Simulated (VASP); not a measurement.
An input for Ansatz (written as the equivalent of a VASP run, and not itself run):

Ansatz 0.2 input:
```yaml
crystal:
  lattice:
    - [2.7835729, 0.0000000, 0.0000000]
    - [-1.3917865, 2.4106447, 0.0000000]
    - [0.0000000, 0.0000000, 4.8765554]
  atoms:
    - { symbol: Ni, position: [1.0000000, 0.0000000, 1.0000000] }
    - { symbol: Ni, position: [1.0000000, 0.0000000, 0.5000000] }
    - { symbol: C, position: [0.3333330, 0.6666670, 0.2500000] }
    - { symbol: C, position: [0.6666670, 0.3333330, 0.7500000] }
kpoints:
  mp_grid: { grid: [11, 11, 6] }
hamiltonian:
  xc: r2scan
  pseudopotentials: { kind: paw }
scf:
  occupations: { method: methfessel_paxton, width: 0.1 }
  max_iter: 100
relax:
  max_steps: 60
  f_tol: 0.02
  cell: {}
output: { forces: true, stress: true, eigenvalues: true }
```

Question: Write the VASP files for the same calculation (r2SCAN).

Answer: This is not unique; one that fits is 
### POSCAR
```
NiC
1.0
  2.7835729047   0.0000000000   0.0000000000
 -1.3917864523   2.4106446827   0.0000000000
  0.0000000000   0.0000000000   4.8765553973
Ni C
2 2
Cartesian
  2.7835729047   0.0000000000   4.8765553973
  2.7835729047   0.0000000000   2.4382776986
 -0.0000013918   1.6070972587   1.2191388493
  1.3917878442   0.8035474240   3.6574165480
```

**KPOINTS**
```
Automatic mesh
0
Gamma
11 11 6
0 0 0
```

### INCAR
```
SYSTEM = NiC
PREC = Accurate
ENCUT = 520
EDIFF = 1E-6
NELM = 100
ALGO = Normal
LREAL = .FALSE.
LASPH = .TRUE.
ISMEAR = 1
SIGMA = 0.1
METAGGA = R2SCAN
LMIXTAU = .TRUE.
LMAXMIX = 4
LWAVE = .FALSE.
LCHARG = .FALSE.
IBRION = 2
ISIF = 3
NSW = 60
EDIFFG = -0.02
```

POTCAR, in this order: Ni C (PBE.64 set). Program: vasp_std.

Limits of the translation: each code has its own PAW files, so the cut-off isn't converted (ENCUT is set for VASP's; basis.ecutwfc is left out, and Ansatz then takes the one that its files recommend); Ansatz stops its SCF on the density residual and VASP on the energy change (EDIFF).

The structure was generated: NiC was put into the NiAs type type (P6_3/mmc), which need not be its known phase. This run relaxes it. Symmetry was kept, so distortions that lower it aren't found. The start is the result of an earlier pass.
